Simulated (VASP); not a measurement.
The system is PtS2.

```
Pt S
1.0
     3.54320    0.00000    0.00000
    -1.77160    3.06850    0.00000
     0.00000    0.00000    5.03880
Pt S
1 2
Direct
  0.00000 0.00000 0.00000
  0.33333 0.66667 0.22700
  0.66667 0.33333 0.77300
```

* Program: VASP 6.6.1
* Task: relaxation of cell and atoms
* Functional: PBE
* Dispersion: D3(BJ)
* Potentials or basis: VASP PAW PBE potentials, release 64 (Pt, S)
* Cutoff: 600 eV
* k mesh: 9 × 9 × 5
* Occupations: gaussian, width 0.03 eV
* Spin: no spin polarisation

At the start: pressure 7.3 GPa; volume 18.26 Å³/atom.

Question: Where does the relaxation end?

Answer: Over 19 steps the energy falls by 43.8 meV/atom and the volume is 17.30 Å³/atom (-5.2 %); space group P-3m1 (No. 164, to 0.05 Å).

The path:
| step | energy change (eV) | largest force (eV/Å) | pressure (GPa) | volume (Å³) |
| --- | --- | --- | --- | --- |
| 1 | 0.0000 | 1.2457 | 7.29 | 54.78 |
| 2 | 0.1353 | 0.9046 | -11.33 | 61.64 |
| 3 | -0.0790 | 0.3172 | -1.13 | 57.21 |
| 4 | -0.0791 | 0.3407 | -0.91 | 57.13 |
| 5 | -0.0925 | 0.2305 | -0.65 | 56.62 |
| 6 | -0.1002 | 0.0717 | -0.26 | 55.91 |
| 7 | -0.1003 | 0.0581 | -0.22 | 55.85 |
| 8 | -0.1049 | 0.0603 | -0.18 | 55.47 |
| 9 | -0.1170 | 0.0691 | 0.02 | 54.32 |
| 10 | -0.1302 | 0.0954 | 0.85 | 52.01 |
| 11 | -0.1248 | 0.2079 | -2.36 | 52.53 |
| 12 | -0.1313 | 0.0061 | -0.09 | 52.16 |
| 13 | -0.1313 | 0.0037 | -0.12 | 52.16 |
| 14 | -0.1314 | 0.0002 | -0.11 | 52.09 |
| 15 | -0.1314 | 0.0049 | -0.13 | 52.00 |
| 16 | -0.1314 | 0.0138 | -0.13 | 51.84 |
| 17 | -0.1314 | 0.0066 | -0.12 | 51.96 |
| 18 | -0.1313 | 0.0334 | 0.40 | 51.78 |
| 19 | -0.1314 | 0.0033 | 0.01 | 51.91 |

Final structure:
```
CELL_PARAMETERS angstrom
3.57860 0.00000 0.00000
-1.78930 3.09915 0.00000
0.00000 0.00000 4.68068
ATOMIC_POSITIONS crystal
Pt 0.00000 0.00000 0.00000
S 0.33333 0.66667 0.25757
S 0.66667 0.33333 0.74243
```
